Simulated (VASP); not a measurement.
Data:

```yaml
crystal:
  lattice:
    - [4.04527, 0.00000, 0.00000]
    - [0.00000, 4.04527, 0.00000]
    - [0.00000, 0.00000, 4.04527]
  atoms:
    - { symbol: Sc, position: [0.00000, 0.00000, 0.00000] }
    - { symbol: Rh, position: [0.00000, 0.50000, 0.50000] }
    - { symbol: Rh, position: [0.50000, 0.00000, 0.50000] }
    - { symbol: Rh, position: [0.50000, 0.50000, 0.00000] }
    - { symbol: C, position: [0.50000, 0.50000, 0.50000] }
```

Computed with PBEsol GGA with spin-orbit coupling, VASP's PBE PAW potentials (set 64) (plane waves; VASP). Run with 520 eV cut-off, 7×7×7 Γ-centred mesh, Gaussian smearing of 0.050 eV, potentials Sc_sv Rh_pv C.

Task: Give the energies of bands 53 to 66 at the high-symmetry points, in eV from the Fermi level.

Result: 
```json
[
 {"band": "53", "Γ": "-1.84", "X": "-1.74", "M": "-1.90", "R": "-0.29"},
 {"band": "54", "Γ": "-1.84", "X": "-1.74", "M": "-1.90", "R": "-0.29"},
 {"band": "55", "Γ": "-1.84", "X": "-1.66", "M": "-1.71", "R": "-0.17"},
 {"band": "56", "Γ": "-1.84", "X": "-1.66", "M": "-1.71", "R": "-0.17"},
 {"band": "57", "Γ": "-0.17", "X": "-1.14", "M": "-1.23", "R": "-0.17"},
 {"band": "58", "Γ": "-0.17", "X": "-1.14", "M": "-1.23", "R": "-0.17"},
 {"band": "59", "Γ": "-0.01", "X": "-0.06", "M": "-1.09", "R": "0.24"},
 {"band": "60", "Γ": "-0.01", "X": "-0.06", "M": "-1.09", "R": "0.24"},
 {"band": "61", "Γ": "-0.01", "X": "0.54", "M": "0.98", "R": "0.24"},
 {"band": "62", "Γ": "-0.01", "X": "0.54", "M": "0.98", "R": "0.24"},
 {"band": "63", "Γ": "0.02", "X": "0.58", "M": "1.17", "R": "0.42"},
 {"band": "64", "Γ": "0.02", "X": "0.58", "M": "1.17", "R": "0.42"},
 {"band": "65", "Γ": "2.54", "X": "1.42", "M": "1.72", "R": "1.45"},
 {"band": "66", "Γ": "2.54", "X": "1.42", "M": "1.72", "R": "1.45"}
]
```

It has no gap at this level: it comes out as a metal or semimetal.

The structure comes from a computed database's ScRh3C entry (Pm-3m); how it stands against other phases isn't given here. It was relaxed first.
